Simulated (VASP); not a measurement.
An input for Quantum ESPRESSO's pw.x (written as the equivalent of a VASP run, and not itself run):

```
&CONTROL
  calculation = 'scf'
  pseudo_dir = './pseudo'
  outdir = './out'
  tprnfor = .true.
  tstress = .true.
/
&SYSTEM
  ibrav = 0
  nat = 2
  ntyp = 2
  ecutwfc = 88
  occupations = 'smearing'
  smearing = 'gaussian'
  degauss = 0.0147
  input_dft = 'pz'
/
&ELECTRONS
  conv_thr = 7.3e-08
  electron_maxstep = 100
/
ATOMIC_SPECIES
  Na 22.990 Na.upf
  Cl 35.450 Cl.upf
CELL_PARAMETERS angstrom
     4.3528620    0.0000000    0.0000000
    -2.1764320    3.7696890    0.0000000
     0.0000000    0.0000000   14.0000000
ATOMIC_POSITIONS crystal
  Na   0.6666670  0.3333330  0.5000000
  Cl   0.3333330  0.6666670  0.5000000
K_POINTS automatic
  6 6 1 0 0 0
```

**Question.** Translate this input to VASP (INCAR, KPOINTS, POSCAR, choice of POTCAR).

**Answer.** One answer among several that fit: 
KPOINTS:
```
Automatic mesh
0
Gamma
6 6 1
0 0 0
```

POSCAR:
```
NaCl
1
    4.3528620000     0.0000000000     0.0000000000
   -2.1764320000     3.7696890000     0.0000000000
    0.0000000000     0.0000000000    14.0000000000
Na Cl
1 1
Direct
  0.6666670000   0.3333330000   0.5000000000
  0.3333330000   0.6666670000   0.5000000000
```

### INCAR
```
LREAL=.FALSE.
ISIF=2
EDIFF=1E-6   ! SCF stop (eV)
SIGMA=0.2
LWAVE=.FALSE.
NELM=100
ALGO=Normal   ! blocked Davidson
LCHARG=.FALSE.
ISMEAR=0   ! Gaussian
PREC=Accurate
SYSTEM=NaCl
ENCUT=300
LASPH=.TRUE.   ! aspherical one-centre terms
```

POTCAR, in this order: Na_pv Cl (LDA.64 set). Program: vasp_std.

The two are equivalent in intent, not identical: the potentials are each code's own (VASP's PAW set, PseudoDojo norm-conserving files in pw.x), so ENCUT and ecutwfc are chosen apart and not converted; conv_thr bounds pw.x's estimated SCF error, while EDIFF bounds the energy change between steps.

The cell is a sheet with vacuum, built from a generated structure.
